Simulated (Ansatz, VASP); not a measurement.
## Two plane-wave programs on Be2CdS2

Contents of INCAR:

```
SYSTEM = Be2CdS2
PREC     = Accurate       ! precision mode
ENCUT    = 520            ! plane-wave cutoff, eV
EDIFF    = 1E-6           ! SCF threshold, eV
ISMEAR   = 0              ! smearing method
SIGMA    = 0.1            ! smearing width, eV
LREAL    = .False.        ! projectors in reciprocal space
LASPH    = .True.         ! aspherical terms in the spheres
NELM     = 80             ! most SCF steps
ALGO     = Normal         ! electronic algorithm
ISIF     = 2              ! what is computed and relaxed
LWAVE    = .False.        ! write WAVECAR
LCHARG   = .True.         ! write CHGCAR
GGA      = PE             ! functional
LELF     = .True.         ! ELF
LVHAR    = .True.       
NBANDS   = 22             ! bands
```

KPOINTS

```
Automatic mesh
0
Gamma
  6 6 4
  0 0 0
```

The input POSCAR:

```
Be2CdS2
1.0
    4.8448726400      0.0000000000      0.0000000000
   -2.4224363200      4.1957827900      0.0000000000
    0.0000000000      0.0000000000      4.6730366800
Be Cd S
2 1 2
Direct
    0.3333333300      0.6666666700      0.0000000000
    0.6666666700      0.3333333300      0.0000000000
    0.0000000000      0.0000000000      0.0000000000
    0.3333333300      0.6666666700      0.5000000000
    0.6666666700      0.3333333300      0.5000000000
```

Input for Ansatz:

```yaml
crystal:
  lattice:
    - [4.84487264, 0.0, 0.0]
    - [-2.42243632, 4.19578279, 0.0]
    - [0.0, 0.0, 4.67303668]
  atoms:
    - { symbol: Be, position: [0.33333333, 0.66666667, 0.0] }
    - { symbol: Be, position: [0.66666667, 0.33333333, 0.0] }
    - { symbol: Cd, position: [0.0, 0.0, 0.0] }
    - { symbol: S, position: [0.33333333, 0.66666667, 0.5] }
    - { symbol: S, position: [0.66666667, 0.33333333, 0.5] }
basis:
  ecutwfc: 420
kpoints:
  mp_grid: { grid: [6, 6, 4] }
hamiltonian:
  xc: pbe
scf:
  occupations: { method: gaussian, width: 0.1 }
  lower_state_search: "off"
output:
  forces: true
  stress: true
  eigenvalues: true
```

Alike in both runs: task single point; functional PBE; k mesh 6 × 6 × 4; occupations gaussian, width 0.1 eV; no spin polarisation.

|  | VASP | Ansatz |
| --- | --- | --- |
| version | VASP 6.6.1 | Ansatz 0.2.0 |
| potentials or method | VASP PAW PBE potentials, release 64 (Be, Cd, S) | scalar-relativistic, plane waves, PAW |
| plane-wave cutoff (eV) | 520 | 420 |
| valence electrons in the cell | 28 | 36 |

VASP gave:

| Item | Value |
| --- | --- |
| gap on the k mesh at the Fermi level (eV) | none |
| pressure (GPa) | -7.9 |
| largest component of the traceless stress (GPa) | 2.07 |

Q: What did Ansatz give for the same quantities?

A: gap on the k mesh at the Fermi level (eV): none; pressure (GPa): -7.9; largest component of the traceless stress (GPa): 2.05.

A gap of «none» marks a metal or a gap that the smearing closes. The functional is the same, so the differences come from potentials, cutoffs and numerics. The two sets of potentials don't hold the same shells in valence.
